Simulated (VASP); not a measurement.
# TbO (F-43m) in VASP: single point with PBE

Aim: the single point of TbO with PBE.

Program: VASP 6.6.1. These are calculated values, not measurements. Logs are shortened: lines on timing, memory, paths and dates and some standing lists are left out, and cuts for length are marked.

## (1) The structure

It takes space group F-43m (No. 216, cubic). The conventional cell has a = 5.076 Å, b = 5.076 Å, c = 5.076 Å, α = 90.00°, β = 90.00°, γ = 90.00°. Tb (site symmetry -43m) has 4 O at 2.20 Å as nearest neighbours. O (site symmetry -43m) has 4 Tb at 2.20 Å as nearest neighbours.

The cell comes from a database or a generator and needn't be the stable form of this composition.

## (2) Single point, PBE, collinear spin, ferromagnetic start

Input file INCAR:

```
PREC = Accurate
ENCUT = 520
EDIFF = 1E-6
ISMEAR = 0
SIGMA = 0.05
LREAL = False
LASPH = True
NELM = 120
ALGO = Normal
ISIF = 2
LWAVE = False
LCHARG = False
ISPIN = 2
MAGMOM = 6 0
LORBIT = 11
NUPDOWN = 3
LMAXMIX = 6
GGA = PE
```

Input file KPOINTS:

```
regular mesh
0
Gamma
  6 6 6
```

Input file POSCAR:

```
TbO
1.0
    0.0000000000      2.5381258700      2.5381258700
    2.5381258700      0.0000000000      2.5381258700
    2.5381258700      2.5381258700      0.0000000000
Tb O
1 1
Direct
    0.0000000000      0.0000000000      0.0000000000
    0.2500000000      0.2500000000      0.2500000000
```

Potentials or basis: VASP PAW PBE potentials, release 64 (Tb, O).

Run with:

```
$ cat potpaw_PBE.64/Tb/POTCAR potpaw_PBE.64/O/POTCAR > POTCAR
$ mpirun -np 1 vasp_std > vasp.out
```

OUTCAR:

```text
PREC = Accurate
   ENCUT = 520
   EDIFF = 1E-6
   ISMEAR = 0
   LREAL = False
   LASPH = True
   NELM = 120
   ISIF = 2
   ISPIN = 2
   LORBIT = 11
   NUPDOWN = 3
   GGA = PE

 ion  position               nearest neighbor table
   1  0.000  0.000  0.000-   2 2.20   2 2.20   2 2.20   2 2.20
   2  0.250  0.250  0.250-   1 2.20   1 2.20   1 2.20   1 2.20

  LATTYP: Found a face centered cubic cell.
 ALAT       =     5.0762517400

  Lattice vectors:

 A1 = (   0.0000000000,   2.5381258700,   2.5381258700)
 A2 = (   2.5381258700,   0.0000000000,   2.5381258700)
 A3 = (   2.5381258700,   2.5381258700,   0.0000000000)

Analysis of symmetry for initial positions (statically):
=====================================================================
 Subroutine PRICEL returns:
 Original cell was already a primitive cell.

 Routine SETGRP: Setting up the symmetry group for a
 face centered cubic supercell.

 Subroutine GETGRP returns: Found 24 space group operations
 (whereof 24 operations were pure point group operations)
 out of a pool of 48 trial point group operations.

The static configuration has the point symmetry T_d .

Analysis of symmetry for dynamics (positions and initial velocities):
=====================================================================
 Subroutine PRICEL returns:
 Original cell was already a primitive cell.

 Routine SETGRP: Setting up the symmetry group for a
 face centered cubic supercell.

 Subroutine GETGRP returns: Found 24 space group operations
 (whereof 24 operations were pure point group operations)
 out of a pool of 48 trial point group operations.

The dynamic configuration has the point symmetry T_d .

Analysis of structural, dynamic, and magnetic symmetry:
=====================================================================
 Subroutine PRICEL returns:
 Original cell was already a primitive cell.

 Routine SETGRP: Setting up the symmetry group for a
 face centered cubic supercell.

 Subroutine GETGRP returns: Found 24 space group operations
 (whereof 24 operations were pure point group operations)
 out of a pool of 48 trial point group operations.

The overall configuration has the point symmetry T_d .

 Subroutine INISYM returns: Found 24 space group operations
 (whereof 24 operations are pure point group operations),
 and found     1 'primitive' translations

----------------------------------------------------------------------------------------

                                     Primitive cell

  volume of cell :      32.7016

  direct lattice vectors                    reciprocal lattice vectors
     0.000000000  2.538125870  2.538125870    -0.196995746  0.196995746  0.196995746
     2.538125870  0.000000000  2.538125870     0.196995746 -0.196995746  0.196995746
     2.538125870  2.538125870  0.000000000     0.196995746  0.196995746 -0.196995746

  length of vectors
     3.589452028  3.589452028  3.589452028     0.341206641  0.341206641  0.341206641

  position of ions in fractional coordinates (direct lattice)
     0.000000000  0.000000000  0.000000000
     0.250000000  0.250000000  0.250000000

  ion indices of the primitive-cell ions
   primitive index   ion index
                 1           1
                 2           2

----------------------------------------------------------------------------------------

 KPOINTS: regular mesh

Automatic generation of k-mesh.
 Grid dimensions read from file:
 generate k-points for:    6    6    6

 Generating k-lattice:

  Cartesian coordinates                     Fractional coordinates (reciprocal lattice)
    -0.032832624  0.032832624  0.032832624     0.166666667  0.000000000  0.000000000
     0.032832624 -0.032832624  0.032832624     0.000000000  0.166666667  0.000000000
     0.032832624  0.032832624 -0.032832624     0.000000000  0.000000000  0.166666667

  Length of vectors
     0.056867774  0.056867774  0.056867774

  Shift w.r.t. Gamma in fractional coordinates (k-lattice)
     0.000000000  0.000000000  0.000000000

 Subroutine IBZKPT returns following result:
 ===========================================

 Found     16 irreducible k-points:

 Following reciprocal coordinates:
            Coordinates               Weight
  0.000000  0.000000  0.000000      1.000000
  0.166667  0.000000  0.000000      8.000000
  0.333333  0.000000  0.000000      8.000000
  0.500000  0.000000  0.000000      4.000000
  0.166667  0.166667  0.000000      6.000000
  0.333333  0.166667  0.000000     24.000000
[... 8 lines left out ...]
 -0.333333  0.333333  0.166667     24.000000
 -0.333333  0.500000  0.166667     12.000000
   k-points           NKPTS =     16   k-points in BZ     NKDIM =     16   number of bands    NBANDS=     19
   number of dos      NEDOS =    301   number of ions     NIONS =      2
   total plane-waves  NPLWV =  21952
   dimension x,y,z NGX =    28 NGY =   28 NGZ =   28
   dimension x,y,z NGXF=    56 NGYF=   56 NGZF=   56
   ions per type =               1   1
   NGX,Y,Z   is equivalent  to a cutoff of  12.97, 12.97, 12.97 a.u.
   NGXF,Y,Z  is equivalent  to a cutoff of  25.94, 25.94, 25.94 a.u.
 SYSTEM =  unknown system
   PREC   = accura    normal or accurate (medium, high low for compatibility)
   ISTART =      0    job   : 0-new  1-cont  2-samecut
   ICHARG =      2    charge: 1-file 2-atom 10-const
   ISPIN  =      2    spin polarized calculation?
   LNONCOLLINEAR =      F non collinear calculations
   LSORBIT =      F    spin-orbit coupling
   LASPH  =      T    aspherical Exc in radial PAW
   ENCUT  =  520.0 eV  38.22 Ry    6.18 a.u.   6.67  6.67  6.67*2*pi/ulx,y,z
   NELM   =    120;   NELMIN=  2; NELMDL= -5     # of ELM steps
   EDIFF  = 0.1E-05   stopping-criterion for ELM
   LREAL  =      F    real-space projection
   EDIFFG = 0.1E-04   stopping-criterion for IOM
   NSW    =      0    number of steps for IOM
   IBRION =     -1    ionic relax: 0-MD 1-quasi-New 2-CG
   NFREE  =      0    steps in history (QN), initial steepest desc. (CG)
   ISIF   =      2    stress and relaxation
   ISYM   =      2    0-nonsym 1-usesym 2-fastsym
   POTIM  = 0.5000    time-step for ionic-motion
   TEBEG  =    0.0;   TEEND  =   0.0 temperature during run
   PSTRESS=    0.0 pullay stress
   NELECT =      25.0000    total number of electrons
   NUPDOWN=       3.0000    fix difference up-down
   EMIN   =  10.00;   EMAX   =-10.00  energy-range for DOS
   EFERMI =   0.00;   METHOD = LEGACY
   ISMEAR =     0;   SIGMA  =   0.05  broadening in eV -4-tet -1-fermi 0-gaus
   EFERMI_NEDOS =   21; number of points for ismear=-14 and -15
   IALGO  =     38    algorithm
   IMIX   =      4    mixing-type and parameters
     AMIX     =   0.40;   BMIX     =  1.00
     AMIX_MAG =   1.60;   BMIX_MAG =  1.00
  volume/ion in A,a.u.               =      16.35       110.34
  Fermi-wavevector in a.u.,A,eV,Ry     =   1.496919  2.828767 30.487485  2.240767
  Thomas-Fermi vector in A             =   2.608874
   LORBIT       =     11    0 simple, 1 ext, 2 COOP (PROOUT), +10 PAW based schemes
   GGA     = PE    functional components
   LHFCALC =     F    Hartree Fock is set to
   AEXX    =    0.0000 exact exchange contribution
   IVDW    =     0    specifies the selected vdW correction
   LEPSILON=     F    determine dielectric tensor
   LRPA    =     F    only Hartree local field effects (RPA)
 spin polarized calculation
 Gauss-broadening in eV      SIGMA  =   0.05
  energy-cutoff  :      520.00
  volume of cell :       32.70
 maximum number of plane-waves:       899
   NGX = 13   NGY = 13   NGZ = 13

 number of electron      24.9999990 magnetization       2.9996278

 Free energy of the ion-electron system (eV)
  ---------------------------------------------------
  ext. energy  EPLUGINS =         0.00000000
  ---------------------------------------------------
  free energy    TOTEN  =       -17.23788495 eV

  energy without entropy =      -17.21999257  energy(sigma->0) =      -17.22893876

 E-fermi :   5.2661     XC(G=0): -10.9502

 val. band max:        5.2644641147   @ k =  -0.1667   0.1667   0.0000
 cond. band min:       3.1299789370   @ k =   0.1667   0.0000   0.0000
 fundamental gap:     -2.1344851777
 Fermi energy:         3.0894546442

 spin component 1

 k-point     1 :       0.0000    0.0000    0.0000
  band No.  band energies     occupation
      1     -40.1265      1.00000
      2     -16.7342      1.00000
      3     -16.7342      1.00000
      4     -16.7342      1.00000
      5     -15.2037      1.00000
      6      -1.4786      1.00000
[... 11 lines left out ...]
     18       8.8223      0.00000
     19      11.4613      0.00000
[... 309 lines left out ...]
 k-point    16 :      -0.3333    0.5000    0.1667
  band No.  band energies     occupation
      1     -40.0124      1.00000
      2     -18.8006      1.00000
      3     -17.2683      1.00000
      4     -17.1294      1.00000
      5     -13.0381      1.00000
      6      -1.5413      1.00000
[... 11 lines left out ...]
     18       9.9700      0.00000
     19      11.5209      0.00000
 Fermi energy:         5.2660828895

 spin component 2

 k-point     1 :       0.0000    0.0000    0.0000
  band No.  band energies     occupation
      1     -38.6667      1.00000
      2     -15.7355      1.00000
      3     -15.7355      1.00000
      4     -15.7355      1.00000
      5     -15.1763      1.00000
      6      -1.4427      1.00000
[... 11 lines left out ...]
     18       9.1743      0.00000
     19      11.3193      0.00000
[... 309 lines left out ...]
 k-point    16 :      -0.3333    0.5000    0.1667
  band No.  band energies     occupation
      1     -38.5295      1.00000
      2     -18.2846      1.00000
      3     -16.3740      1.00000
      4     -16.1972      1.00000
      5     -12.5692      1.00000
      6      -1.5249      1.00000
[... 11 lines left out ...]
     18      10.2512      0.00000
     19      11.6178      0.00000

------------------------ aborting loop because EDIFF is reached ----------------------------------------

  FORCE on cell =-STRESS in cart. coord.  units (eV):
  Direction    XX          YY          ZZ          XY          YZ          ZX
  --------------------------------------------------------------------------------------
  -------------------------------------------------------------------------------------
  Total        3.7186644      3.7186644      3.7186644      0.0000000     -0.0000000     -0.0000000
  in kB      182.1914961    182.1914961    182.1914961      0.0000000     -0.0000000     -0.0000000
  external PRESSURE =     182.1914961 kB  Pullay stress =       0.0000000 kB

 VOLUME and BASIS-vectors are now :
 -----------------------------------------------------------------------------
  energy-cutoff  :      520.00
  volume of cell :       32.70
      direct lattice vectors                 reciprocal lattice vectors
     0.000000000  2.538125870  2.538125870    -0.196995746  0.196995746  0.196995746
     2.538125870  0.000000000  2.538125870     0.196995746 -0.196995746  0.196995746
     2.538125870  2.538125870  0.000000000     0.196995746  0.196995746 -0.196995746

 POSITION                                       TOTAL-FORCE (eV/Angst)
 -----------------------------------------------------------------------------------
      0.00000      0.00000      0.00000        -0.000000     -0.000000     -0.000000
      1.26906      1.26906      1.26906         0.000000      0.000000      0.000000
 -----------------------------------------------------------------------------------
    total drift:                                0.000000      0.000000     -0.000000

  FREE ENERGIE OF THE ION-ELECTRON SYSTEM (eV)
  ---------------------------------------------------
  free  energy   TOTEN  =       -17.2378849492 eV

  energy  without entropy=      -17.2199925680  energy(sigma->0) =      -17.22893876

 total charge

# of ion       s       p       d       f       tot
--------------------------------------------------
    1        2.039   5.675   0.525   8.302  16.541
    2        1.574   3.502   0.000   0.000   5.076
--------------------------------------------------
tot          3.613   9.177   0.525   8.302  21.617

 magnetization (x)

# of ion       s       p       d       f       tot
--------------------------------------------------
    1       -0.014  -0.056  -0.099   3.539   3.370
    2       -0.005   0.006   0.000   0.000   0.001
--------------------------------------------------
tot         -0.019  -0.050  -0.099   3.539   3.371
```

Run time: 80 s. Hardware: 1 thread of AMD EPYC 7R43 (Zen 3), shared host; peak memory 0.14 GiB.

Results:

```yaml
Free_energy: -17.2379 eV
Pressure: 18.2 GPa
Net_moment: 3.00 μB per cell
Site_moments: Tb +3.37; O +0.00 μB
Valence_electrons_inside_the_program's_atomic_spheres: Tb 16.54; O 5.08
```

Caveat: the magnetic or orbital state may not be the lowest; the moment is held away from its start; spin-orbit coupling is left out, which moves the levels of the heavy elements; the total moment is fixed, so each spin has its own Fermi level; without U or exact exchange the open f shell lies at the Fermi level, which spoils levels, moments and volumes.
